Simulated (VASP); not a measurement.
All values below come from r2SCAN meta-GGA, VASP's PBE PAW potentials (set 64) (plane waves; VASP 6.6.1).

VASP ran on this input.

### INCAR
```
ALGO = Normal
EDIFF = 1E-7
EDIFFG = -0.01
ENCUT = 480
IBRION = 2
ISIF = 2
ISMEAR = 0
LASPH = T
LCHARG = F
LMAXMIX = 4
LMIXTAU = T
LREAL = F
LWAVE = F
METAGGA = R2SCAN
NELM = 100
NSW = 30
PREC = Accurate
SIGMA = 0.05
SYSTEM = Se
```

**POSCAR**
```
Se
1.0
  2.2956868358  -3.8982806100   0.0000000000
  2.2956868358   3.8982806100   0.0000000000
  0.0000000000   0.0000000000   4.9858397816
Se
3
Cartesian
  0.4994181567   0.8480564884   3.3238948497
  3.5925373583   0.0000000000   0.0000000000
  0.4994181567  -0.8480564884   1.6619449319
```

**KPOINTS**
```
Automatic mesh
0
Gamma
6 6 4
0 0 0
```

POTCAR, in this order: Se (PBE.64 set). Program: vasp_std.

Question: Estimate the energy per atom (σ→0).

Answer: 
```
Property                            Result
---------------------  -------------------
energy per atom (σ→0)  -1380.5 kJ/mol-atom
```

File OSZICAR:
```
...
DAV:   6    -0.429247427320E+02   -0.14079E-07   -0.14977E-08   691   0.119E-03
   7 F= -.42924743E+02 E0= -.42924743E+02  d E =-.122893E-03
       N       E                     dE             d eps       ncg     rms          rms(c)
DAV:   1    -0.429247495283E+02   -0.68104E-05   -0.25435E-03  1222   0.332E-01    0.165E-02
DAV:   2    -0.429247663507E+02   -0.16822E-04   -0.11203E-04  1537   0.721E-02    0.721E-03
DAV:   3    -0.429247676330E+02   -0.12823E-05   -0.21982E-06  1297   0.145E-02    0.407E-03
DAV:   4    -0.429247676261E+02    0.68999E-08   -0.53089E-07  1367   0.722E-03
   8 F= -.42924768E+02 E0= -.42924768E+02  d E =-.248941E-04
```

The compound is Se in the trig structure. This cell was strained or had an atom moved on purpose. Symmetry was kept, so distortions that lower it aren't found.
